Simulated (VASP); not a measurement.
```yaml
crystal:
  lattice:
    - [1.81200, 1.04616, 2.65667]
    - [-1.81200, 1.04616, 2.65667]
    - [0.00000, -2.09232, 2.65667]
  atoms:
    - { symbol: O, position: [0.00000, 0.00000, 0.00000] }
    - { symbol: Li, position: [0.25000, 0.25000, 0.25000] }
    - { symbol: Li, position: [0.75000, 0.75000, 0.75000] }
```

The numbers are results of LDA (Ceperley-Alder, Perdew-Zunger), VASP's LDA PAW potentials (set 64) (plane waves; VASP), not measurements. Numerical set-up: 400 eV cut-off, 11×11×11 Γ-centred mesh, Gaussian smearing of 0.050 eV, potentials O Li_sv.

Q: Give the energies of bands 4 to 8 at the high-symmetry points, in eV from the valence-band maximum.

A: 
```csv
band,Γ,T,H2,L,S0,F
4,-0.12,-2.36,-1.57,-2.43,-1.80,-1.50
5,-0.12,-0.66,-1.42,-0.39,-1.41,-1.42
6,0.00,-0.66,-1.25,-0.36,-0.81,-0.96
7,3.85,8.02,6.20,7.56,5.42,4.29
8,9.77,8.11,8.61,7.78,9.55,10.90
```

The gap is direct, 3.85 eV, from the valence maximum at Γ to the conduction minimum at Γ.

The structure comes from a measured Li2O entry of the Crystallography Open Database, whose conditions weren't checked. The cell was not relaxed at this level.
